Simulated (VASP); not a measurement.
Given:

```yaml
crystal:
  lattice:
    - [5.01112, 0.00000, 0.00000]
    - [0.00000, 5.01112, 0.00000]
    - [0.00000, 0.00000, 5.01112]
  atoms:
    - { symbol: Ga, position: [0.00000, 0.00000, 0.00000] }
    - { symbol: As, position: [0.26624, 0.26624, 0.26624] }
    - { symbol: As, position: [0.73376, 0.73376, 0.26624] }
    - { symbol: As, position: [0.73376, 0.26624, 0.73376] }
    - { symbol: As, position: [0.26624, 0.73376, 0.73376] }
    - { symbol: B, position: [0.50000, 0.50000, 0.00000] }
    - { symbol: B, position: [0.50000, 0.00000, 0.50000] }
    - { symbol: B, position: [0.00000, 0.50000, 0.50000] }
```

The numbers are results of PBEsol GGA, VASP's PBE PAW potentials (set 64) (plane waves; VASP), not measurements. Settings: 520 eV cut-off, Gaussian smearing of 0.050 eV, potentials Ga_d As B.

Question: Give the energies of bands 12 to 25 at the high-symmetry points, in eV from the valence-band maximum.

Answer: 
| band | Γ | X | M | R |
|---|---|---|---|---|
| 12 | -7.90 | -5.55 | -6.68 | -8.37 |
| 13 | -4.08 | -5.07 | -6.64 | -8.37 |
| 14 | -4.08 | -5.05 | -4.92 | -2.69 |
| 15 | -4.08 | -5.05 | -4.82 | -2.69 |
| 16 | -3.90 | -4.31 | -4.69 | -2.09 |
| 17 | -3.90 | -4.17 | -4.69 | -2.09 |
| 18 | -3.90 | -3.11 | -2.85 | -2.09 |
| 19 | 0.00 | -3.11 | -2.11 | -1.07 |
| 20 | 0.00 | -2.00 | -1.46 | -1.07 |
| 21 | 0.00 | -2.00 | -1.46 | -1.07 |
| 22 | 0.40 | 1.08 | 2.42 | 1.41 |
| 23 | 0.88 | 1.51 | 2.42 | 1.41 |
| 24 | 0.88 | 3.11 | 3.21 | 1.41 |
| 25 | 0.88 | 4.06 | 3.23 | 2.34 |

The gap is direct, 0.40 eV, from the valence maximum at Γ to the conduction minimum at Γ.

The structure was generated: GaAs4B3 was put into an ordered model structure (P-43m), which need not be its known phase. It was relaxed first.
